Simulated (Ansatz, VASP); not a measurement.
# SnSe: VASP beside Ansatz, part 2 of 2

Wanted: the spread between two codes on one cell, functional and k mesh. The cell is taken from a series of runs on this material, whose earlier steps may have relaxed, scaled, displaced or heated it; both programs get it as it stands.

VASP 6.6.1 and Ansatz 0.2.0.

So far: Set-up; Ansatz: G0W0 gap, PBE.

**3. VASP: G0W0 gap, PBE**

Level of this step: G0W0 on PBE; plane waves and PAW (Sn_d_GW, Se_GW) (VASP).

The same cell, functional and mesh now go to VASP, with its own data sets.

Lines of VASP's logs that name or quote its potential files are left out, and so is its time.

The run reads the wave functions of an earlier VASP run, which isn't shown here.

Contents of INCAR:

```
SYSTEM = SnSe
PREC = Accurate
ENCUT = 300
ISMEAR = 0
SIGMA = 0.01
LREAL = .FALSE.
GGA = PE
NBANDS = 496
ALGO = EVGW0
NELMGW = 1
ENCUTGW = 96
NOMEGA = 64
PRECFOCK = Fast
NBANDSGW = 48
LWAVE = .FALSE.
LCHARG = .FALSE.
```

Contents of POSCAR:

```
SnSe
1.0
   11.5000000000      0.0000000000      0.0000000000
    0.0000000000      4.1500000000      0.0000000000
    0.0000000000      0.0000000000      4.4300000000
Sn Se
4 4
Direct
    0.1180338767      0.2500000000      0.0993953415
    0.8819661233      0.7500000000      0.9006046585
    0.3819661233      0.7500000000      0.5993953415
    0.6180338767      0.2500000000      0.4006046585
    0.8567328488      0.2500000000      0.4777884865
    0.1432671512      0.7500000000      0.5222115135
    0.6432671512      0.7500000000      0.9777884865
    0.3567328488      0.2500000000      0.0222115135
```

Contents of KPOINTS:

```
Automatic mesh
0
Gamma
2 4 4
0 0 0
```

PAW data sets: Sn_d_GW and Se_GW (PBE family, release 64).

The run is started by

```bash
mpirun -np 16 vasp_std
```

Numbers of over 12 decimals in the logs are rounded to 6 here.

Output:

```text
[banner, memory and clock lines left out]
running   16 mpi-ranks, on    1 nodes
 distrk:  each k-point on   16 cores,    1 groups
 distr:  one band on    1 cores,   16 groups

 POSCAR found type information on POSCAR SnSe
 POSCAR found :  2 types and       8 ions
|                                                                             |
|           W    W    AA    RRRRR   N    N  II  N    N   GGGG   !!!           |
|           W    W   A  A   R    R  NN   N  II  NN   N  G    G  !!!           |
|           W    W  A    A  R    R  N N  N  II  N N  N  G       !!!           |
|           W WW W  AAAAAA  RRRRR   N  N N  II  N  N N  G  GGG   !            |
|           WW  WW  A    A  R   R   N   NN  II  N   NN  G    G                |
|           W    W  A    A  R    R  N    N  II  N    N   GGGG   !!!           |
|                                                                             |
|     For optimal performance we recommend to set                             |
|       NCORE = 2 up to number-of-cores-per-socket                            |
|     NCORE specifies how many cores store one orbital (NPAR=cpu/NCORE).      |
|     This setting can greatly improve the performance of VASP for DFT.       |
|     The default, NCORE=1 might be grossly inefficient on modern             |
|     multi-core architectures or massively parallel machines. Do your        |
|     Unfortunately you need to use the default for GW and RPA                |
|     calculations (for HF NCORE is supported but not extensively tested      |
|     yet).                                                                   |
|                                                                             |

|                                                                             |
|           W    W    AA    RRRRR   N    N  II  N    N   GGGG   !!!           |
|           W    W   A  A   R    R  NN   N  II  NN   N  G    G  !!!           |
|           W    W  A    A  R    R  N N  N  II  N N  N  G       !!!           |
|           W WW W  AAAAAA  RRRRR   N  N N  II  N  N N  G  GGG   !            |
|           WW  WW  A    A  R   R   N   NN  II  N   NN  G    G                |
|           W    W  A    A  R    R  N    N  II  N    N   GGGG   !!!           |
|                                                                             |
|     The default for ENCUTGWSOFT is different in this version of VASP.       |
|     please manually set ENCUTGWSOFT =96 in the INCAR file.                  |
|                                                                             |

 LDA part: xc-table for (Slater+PW92), standard interpolation
 found WAVECAR, reading the header
 POSCAR, INCAR and KPOINTS ok, starting setup
 FFT: planning ... GRIDC
 FFT: planning ... GRID_SOFT
 FFT: planning ... GRID
 reading WAVECAR
 the WAVECAR file was read successfully
 initial charge from wavefunction
 available memory per node:     31.89 GB, setting MAXMEM to     32650

 The Fermi energy was updated, please check that it is located mid-gap
 values below the HOMO (VB) or above the LUMO (CB) will cause erroneous energies
 E-fermi :   4.5465

 calculate exact exchange contribution
 the WAVEDER file was read successfully
energies w=
    0.000    0.000    0.345    0.000    0.690    0.000    1.033    0.000
    1.374    0.000    1.711    0.000    2.046    0.000    2.376    0.000
    2.702    0.000    3.024    0.000    3.342    0.000    3.655    0.000
    3.963    0.000    4.268    0.000    4.568    0.000    4.865    0.000
    5.159    0.000    5.451    0.000    5.740    0.000    6.028    0.000
    6.315    0.000    6.601    0.000    6.888    0.000    7.175    0.000
    7.464    0.000    7.756    0.000    8.050    0.000    8.349    0.000
    8.653    0.000    8.963    0.000    9.280    0.000    9.605    0.000
    9.940    0.000   10.286    0.000   10.645    0.000   11.018    0.000
   11.408    0.000   11.817    0.000   12.248    0.000   12.703    0.000
   13.186    0.000   13.703    0.000   14.256    0.000   14.853    0.000
   15.499    0.000   16.204    0.000   16.978    0.000   17.832    0.000
   18.782    0.000   19.848    0.000   21.054    0.000   22.431    0.000
   24.021    0.000   25.879    0.000   28.080    0.000   30.731    0.000
   33.985    0.000   38.073    0.000   43.359    0.000   50.455    0.000
   60.465    0.000   75.621    0.000  101.207    0.000  153.473    0.000
 responsefunction array rank=     480
 LDA part: xc-table for (Slater+PW92), standard interpolation

 min. memory requirement per mpi rank    462.4 MB, per node   7397.8 MB

 allocating   4 responsefunctions rank=   480
 shmem allocating  64 responsefunctions rank=   480
 response function shared by NCSHMEM nodes    1
 Doing            4  frequencies on each core in blocks of           64
NQ=   1    0.0000    0.0000    0.0000,
|.........|.........|.........|.........|.........|.........|.........|.........
 performed       2024000 updates of chi_q(r,r)
 total number of BLAS operations       3412.10 Gflops
NQ=   2    0.5000    0.0000    0.0000,
|.........|.........|.........|.........|.........|.........|.........|.........
 performed       4048000 updates of chi_q(r,r)
 total number of BLAS operations       6809.35 Gflops
NQ=   3    0.0000    0.2500    0.0000,
|.........|.........|.........|.........|.........|.........|.........|.........
 performed       6548000 updates of chi_q(r,r)
 total number of BLAS operations      10842.35 Gflops
NQ=   4    0.5000    0.2500    0.0000,
|.........|.........|.........|.........|.........|.........|.........|.........
 performed       9048000 updates of chi_q(r,r)
 total number of BLAS operations      14821.64 Gflops
NQ=   5    0.0000    0.5000    0.0000,
|.........|.........|.........|.........|.........|.........|.........|.........
 performed      11072000 updates of chi_q(r,r)
 total number of BLAS operations      18338.61 Gflops
NQ=   6    0.5000    0.5000    0.0000,
|.........|.........|.........|.........|.........|.........|.........|.........
 performed      13096000 updates of chi_q(r,r)
 total number of BLAS operations      21765.59 Gflops
NQ=   7    0.0000    0.0000    0.2500,
|.........|.........|.........|.........|.........|.........|.........|.........
 performed      15596000 updates of chi_q(r,r)
 total number of BLAS operations      26017.05 Gflops
NQ=   8    0.5000    0.0000    0.2500,
|.........|.........|.........|.........|.........|.........|.........|.........
 performed      18096000 updates of chi_q(r,r)
 total number of BLAS operations      30250.08 Gflops
NQ=   9    0.0000    0.2500    0.2500,
|.........|.........|.........|.........|.........|.........|.........|.........
 performed      20787000 updates of chi_q(r,r)
 total number of BLAS operations      34590.26 Gflops
NQ=  10    0.5000    0.2500    0.2500,
|.........|.........|.........|.........|.........|.........|.........|.........
 performed      23478000 updates of chi_q(r,r)
 total number of BLAS operations      38988.63 Gflops
NQ=  11    0.0000    0.5000    0.2500,
|.........|.........|.........|.........|.........|.........|.........|.........
 performed      25978000 updates of chi_q(r,r)
 total number of BLAS operations      42932.31 Gflops
NQ=  12    0.5000    0.5000    0.2500,
|.........|.........|.........|.........|.........|.........|.........|.........
 performed      28478000 updates of chi_q(r,r)
 total number of BLAS operations      47092.04 Gflops
NQ=  13    0.0000    0.0000    0.5000,
|.........|.........|.........|.........|.........|.........|.........|.........
 performed      30502000 updates of chi_q(r,r)
 total number of BLAS operations      50342.56 Gflops
NQ=  14    0.5000    0.0000    0.5000,
|.........|.........|.........|.........|.........|.........|.........|.........
 performed      32526000 updates of chi_q(r,r)
 total number of BLAS operations      53535.30 Gflops
NQ=  15    0.0000    0.2500    0.5000,
|.........|.........|.........|.........|.........|.........|.........|.........
 performed      35026000 updates of chi_q(r,r)
 total number of BLAS operations      57586.28 Gflops
NQ=  16    0.5000    0.2500    0.5000,
|.........|.........|.........|.........|.........|.........|.........|.........
 performed      37526000 updates of chi_q(r,r)
 total number of BLAS operations      61601.34 Gflops
NQ=  17    0.0000    0.5000    0.5000,
|.........|.........|.........|.........|.........|.........|.........|.........
 performed      39550000 updates of chi_q(r,r)
 total number of BLAS operations      64736.80 Gflops
NQ=  18    0.5000    0.5000    0.5000,
|.........|.........|.........|.........|.........|.........|.........|.........
 performed      41574000 updates of chi_q(r,r)
 total number of BLAS operations      67759.29 Gflops
 resolving degeneracies of screened two electron integrals

 calculate QP shifts <psi_nk| G(iteration)W_0 |psi_nk>: iteration 1
 entering main loop
```

Parts of OUTCAR (step 3):

```text
ion  position               nearest neighbor table
   1  0.118  0.250  0.099-   8 2.77   6 2.81   6 2.81
   2  0.882  0.750  0.901-   7 2.77   5 2.81   5 2.81
   3  0.382  0.750  0.599-   6 2.77   8 2.81   8 2.81
   4  0.618  0.250  0.401-   5 2.77   7 2.81   7 2.81
   5  0.857  0.250  0.478-   4 2.77   2 2.81   2 2.81
   6  0.143  0.750  0.522-   3 2.77   1 2.81   1 2.81
   7  0.643  0.750  0.978-   2 2.77   4 2.81   4 2.81
   8  0.357  0.250  0.022-   1 2.77   3 2.81   3 2.81

  LATTYP: Found a simple orthorhombic cell.
 ALAT       =     4.1500000000
 B/A-ratio  =     1.0674698795
 C/A-ratio  =     2.7710843373

 Subroutine GETGRP returns: Found  8 space group operations
 (whereof  2 operations were pure point group operations)

The static configuration has the point symmetry S_2 .
 The point group associated with its full space group is D_2h.

 Found     18 irreducible k-points:

   k-points           NKPTS =     18   k-points in BZ     NKDIM =     32   number of bands    NBANDS=    496

   dimension x,y,z NGX =    70 NGY =   24 NGZ =   28
   dimension x,y,z NGXF=   140 NGYF=   48 NGZF=   56

   ENCUT  =  300.0 eV  22.05 Ry    4.70 a.u.  16.24  5.86  6.26*2*pi/ulx,y,z

   NELECT =      80.0000    total number of electrons

  energy-cutoff  :      300.00
  volume of cell :      211.42
      direct lattice vectors                 reciprocal lattice vectors
    11.500000000  0.000000000  0.000000000     0.086956522  0.000000000  0.000000000
     0.000000000  4.150000000  0.000000000     0.000000000  0.240963855  0.000000000
     0.000000000  0.000000000  4.430000000     0.000000000  0.000000000  0.225733634

 k-points in reciprocal lattice and weights: Automatic mesh
   0.00000000  0.00000000  0.00000000       0.031
   0.50000000  0.00000000  0.00000000       0.031
   0.00000000  0.25000000  0.00000000       0.062
   0.50000000  0.25000000  0.00000000       0.062
   0.00000000  0.50000000  0.00000000       0.031
   0.50000000  0.50000000  0.00000000       0.031
   0.00000000  0.00000000  0.25000000       0.062
   0.50000000  0.00000000  0.25000000       0.062
   0.00000000  0.25000000  0.25000000       0.125
[...]
0.00000000  0.50000000  0.50000000       0.031
   0.50000000  0.50000000  0.50000000       0.031

 E-fermi :   4.5465

 QP shifts <psi_nk| G(iteration)W_0 |psi_nk>: iteration 1
 for sc-GW calculations column KS-energies equals QP-energies in previous step
 and V_xc(KS)=  KS-energies - (<T + V_ion + V_H > + <T+V_H+V_ion>^1  + <V_x>^1)
 k-point   1 :       0.0000    0.0000    0.0000
  band No.  KS-energies  QP-energies   sigma(KS)   V_xc(KS)     V^pw_x(r,r')   Z            occupation Imag(sigma)
    ...
     37       2.7701       2.4406     -12.3369     -11.8823     -14.2680       0.7248       2.0000       0.0906
     38       3.0830       2.7439     -11.8884     -11.4285     -13.1931       0.7373       2.0000       0.0884
     39       3.5955       3.2781     -11.9432     -11.5117     -13.2899       0.7357       2.0000       0.0759
     40       3.8103       3.5087     -12.1491     -11.7414     -13.4384       0.7398       2.0000       0.0745
     41       4.9488       4.9358      -9.8952      -9.8783      -6.6662       0.7671       0.0000      -0.0376
     42       7.2640       7.3744     -10.1545     -10.3019      -6.1064       0.7489       0.0000      -0.0804
     43       7.4374       7.3821      -9.1768      -9.1040      -5.1206       0.7590       0.0000      -0.0846
     44       7.4614       7.4442      -9.3109      -9.2883      -5.1935       0.7589       0.0000      -0.0846
    ...

 k-point   2 :       0.5000    0.0000    0.0000
  band No.  KS-energies  QP-energies   sigma(KS)   V_xc(KS)     V^pw_x(r,r')   Z            occupation Imag(sigma)
    ...
     37       2.4850       2.1396     -12.1544     -11.6760     -14.1539       0.7219       2.0000       0.0976
     38       2.4850       2.1396     -12.1544     -11.6760     -14.1539       0.7219       2.0000       0.0976
     39       3.7589       3.4504     -12.1557     -11.7374     -13.5216       0.7376       2.0000       0.0751
     40       3.7589       3.4504     -12.1557     -11.7374     -13.5216       0.7376       2.0000       0.0751
     41       6.9136       7.0047     -10.4160     -10.5371      -6.5908       0.7529       0.0000      -0.0720
     42       6.9136       7.0047     -10.4160     -10.5371      -6.5908       0.7529       0.0000      -0.0720
     43       7.0809       7.0607      -9.3606      -9.3341      -5.3903       0.7618       0.0000      -0.0752
     44       7.0809       7.0607      -9.3606      -9.3341      -5.3903       0.7618       0.0000      -0.0752
    ...

 k-point   3 :       0.0000    0.2500    0.0000
  band No.  KS-energies  QP-energies   sigma(KS)   V_xc(KS)     V^pw_x(r,r')   Z            occupation Imag(sigma)
    ...
     37       2.8448       2.5027     -11.7596     -11.2935     -13.2488       0.7340       2.0000       0.0874
     38       3.5109       3.1835     -11.7094     -11.2687     -12.7502       0.7429       2.0000       0.0774
     39       3.6122       3.2933     -12.1510     -11.7181     -13.5491       0.7368       2.0000       0.0769
     40       4.0045       3.7682     -12.0630     -11.7493     -12.5696       0.7531       2.0000       0.0683
     41       5.3222       5.3324      -9.9652      -9.9786      -6.8359       0.7641       0.0000      -0.0429
     42       5.3863       5.4127      -9.9214      -9.9558      -6.4643       0.7658       0.0000      -0.0442
     43       6.6717       6.7794     -10.3338     -10.4767      -6.4985       0.7541       0.0000      -0.0615
     44       6.7598       6.8260     -10.3558     -10.4439      -6.7261       0.7503       0.0000      -0.0691
    ...

 k-point   4 :       0.5000    0.2500    0.0000
  band No.  KS-energies  QP-energies   sigma(KS)   V_xc(KS)     V^pw_x(r,r')   Z            occupation Imag(sigma)
    ...
     37       2.7582       2.4182     -11.5937     -11.1309     -13.0212       0.7346       2.0000       0.0924
     38       2.7582       2.4182     -11.5937     -11.1309     -13.0212       0.7346       2.0000       0.0924
     39       3.8482       3.5667     -12.1123     -11.7343     -13.0947       0.7446       2.0000       0.0710
     40       3.8482       3.5667     -12.1123     -11.7343     -13.0947       0.7446       2.0000       0.0710
     41       5.9263       5.9661     -10.1660     -10.2184      -6.8152       0.7590       0.0000      -0.0497
     42       5.9263       5.9661     -10.1660     -10.2184      -6.8152       0.7590       0.0000      -0.0497
     43       6.8161       6.9157     -10.2728     -10.4052      -6.4012       0.7520       0.0000      -0.0646
     44       6.8161       6.9157     -10.2728     -10.4052      -6.4012       0.7520       0.0000      -0.0646
    ...

[... 4 further parts left out ...]
```

**4. Differences**

Known differences besides the potentials themselves: fixed occupations in Ansatz, narrow Gaussian smearing in VASP; the data sets hold 120 valence electrons in Ansatz (on its default PAW (the set named soft_2) files) and 80 in VASP; the cutoff is 420 eV in Ansatz and 300 eV in VASP; VASP leaves aspherical gradient terms in its spheres out (LASPH is not set), Ansatz keeps them; Ansatz integrates over frequency by contour deformation, VASP on a grid of NOMEGA points; Ansatz's G0W0 levels solve the quasiparticle equation, VASP's are linearised. Total energies have different zeros and are not compared.

Compared:

```
                   quantity  Ansatz  VASP  difference
  G0W0 gap on the mesh (eV)    1.02  1.02       +0.01
Kohn-Sham gap under it (eV)    0.81  0.80        0.00
```

**5. Outcome**

* difference in G0W0 gap on the mesh (G0W0 gap, PBE): 0.0062 eV

What this shows: The difference in G0W0 gap on the mesh is 0.0062 eV (G0W0 gap, PBE). The data sets hold unlike numbers of valence electrons (120 in Ansatz and 80 in VASP), so part of the differences may come from the potentials. How closely two codes agree says nothing of how well the functional describes the real material.

[Lines on the potential files, build, host, timing and source positions are cut from VASP's logs without a mark.]

[Logs are printed without paths, hosts, clocks, repeated set-up lines and the standing remarks that a program may print on its own settings, such as how far it seeks lower states.]

[Hosts, paths, dates, database ids (printed as entryN), source tags and the programs' standing remarks are cut or masked in the printed files.]
